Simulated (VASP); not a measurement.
Crystal: TaTeI.

```
Ta Te I
1.0
     5.20831    0.00000    0.00000
    -2.60415    4.51053    0.00000
     0.00000    0.00000    4.17678
Ta Te I
1 1 1
Direct
  0.00000 0.00000 0.50000
  0.66667 0.33333 0.00000
  0.33333 0.66667 0.50000
```

The cell was built by a generator and needn't be a form met in nature.

- Program: VASP 6.6.1
- Task: relaxation of cell and atoms
- Functional: TPSS
- Potentials or basis: VASP PAW PBE potentials, release 64 (Ta_pv, Te, I)
- Cutoff: 600 eV
- k mesh: 6 × 6 × 7
- Occupations: gaussian, width 0.05 eV
- Spin: no spin polarisation

At the start: pressure -10.8 GPa; volume 32.71 Å³/atom.

Problem. Where does the relaxation end?

Solution. Over 13 steps the energy falls by 400.3 meV/atom and the volume is 24.15 Å³/atom (-26.1 %); space group P-6m2 (No. 187, to 0.05 Å).

The path:
```
step  energy change (eV)  largest force (eV/Å)  pressure (GPa)  volume (Å³)
   1              0.0000                0.0000          -10.85        98.12
   2             -0.7606                0.0000            8.66        69.92
   3             -0.9280                0.0000           -0.04        76.61
   4             -1.1077                0.0000            0.11        74.37
   5             -0.7930                0.0000            7.67        66.54
   6             -1.1815                0.0000            0.53        72.68
   7             -1.1970                0.0000            1.06        71.65
   8             -1.1969                0.0000            1.14        71.54
   9             -1.1963                0.0000           -1.25        73.63
  10             -1.2007                0.0000           -0.04        72.53
  11             -1.2007                0.0000           -0.06        72.55
  12             -1.2010                0.0000           -0.05        72.51
  13             -1.2010                0.0000           -0.02        72.46
```

Final structure:
```
Ta Te I
1.0
     4.95800    0.00000    0.00000
    -2.47900    4.29376    0.00000
     0.00000    0.00000    3.40395
Ta Te I
1 1 1
Direct
  0.00000 0.00000 0.50000
  0.66667 0.33333 0.00000
  0.33333 0.66667 0.50000
```

Caveat: the volume moved by over 15 % at a fixed basis, so the end points are rough; the PAW data sets were made with another functional, which shifts forces and pressure a little.
